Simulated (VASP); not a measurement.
SiC3:

```xyz
4
Lattice="0.0000 -2.0180 -2.0180 -2.0180 0.0000 -2.0180 2.0180 2.0180 -4.0360" Properties=species:S:1:pos:R:3 pbc="T T T"
C    -1.0090   -1.0090   -5.0450
C     1.0090    1.0090   -5.0450
C     0.0000    0.0000   -6.0540
Si    0.0000    0.0000   -2.0180
```

The cell comes from a database or a generator and needn't be the stable form of this composition.

```yaml
Program: VASP 6.6.1
Task: relaxation of cell and atoms
Functional: PBE
Potentials_or_basis: VASP PAW PBE potentials, release 64 (C, Si)
Cutoff: 600 eV
k_mesh: 10 × 10 × 10
Occupations: gaussian, width 0.02 eV
Spin: no spin polarisation
```

At the start: pressure 7.9 GPa; volume 8.22 Å³/atom.

Question: Where does the relaxation end?

Answer: Over 10 steps the energy falls by 188.1 meV/atom and the volume is 8.18 Å³/atom (-0.5 %); space group R3m (No. 160, to 0.05 Å).

Step by step:
| step | energy change (eV) | largest force (eV/Å) | pressure (GPa) | volume (Å³) |
| --- | --- | --- | --- | --- |
| 1 | 0.0000 | 5.3981 | 7.88 | 32.87 |
| 2 | -0.1229 | 5.1260 | -12.80 | 34.83 |
| 3 | -0.6153 | 1.9415 | -7.86 | 33.84 |
| 4 | -0.5375 | 4.1022 | 5.97 | 32.41 |
| 5 | -0.7379 | 0.6548 | -2.90 | 33.14 |
| 6 | -0.7457 | 0.5765 | 1.48 | 32.58 |
| 7 | -0.7519 | 0.1176 | -0.35 | 32.81 |
| 8 | -0.7525 | 0.0584 | -0.01 | 32.72 |
| 9 | -0.7526 | 0.0322 | -0.06 | 32.74 |
| 10 | -0.7526 | 0.0149 | 0.07 | 32.72 |

Final structure:
```cif
data_structure
_symmetry_space_group_name_H-M 'P 1'
_symmetry_Int_Tables_number 1
_cell_length_a 2.8377
_cell_length_b 2.8377
_cell_length_c 4.9699
_cell_angle_alpha 73.412
_cell_angle_beta 73.412
_cell_angle_gamma 60.000
_cell_volume 32.72
loop_
_atom_site_label
_atom_site_type_symbol
_atom_site_fract_x
_atom_site_fract_y
_atom_site_fract_z
_atom_site_occupancy
C1 C 0.86342 0.86342 0.40973 1
C2 C 0.38361 0.38361 0.84917 1
C3 C 0.75409 0.75409 0.73774 1
Si1 Si 0.24888 0.24888 0.25337 1
```
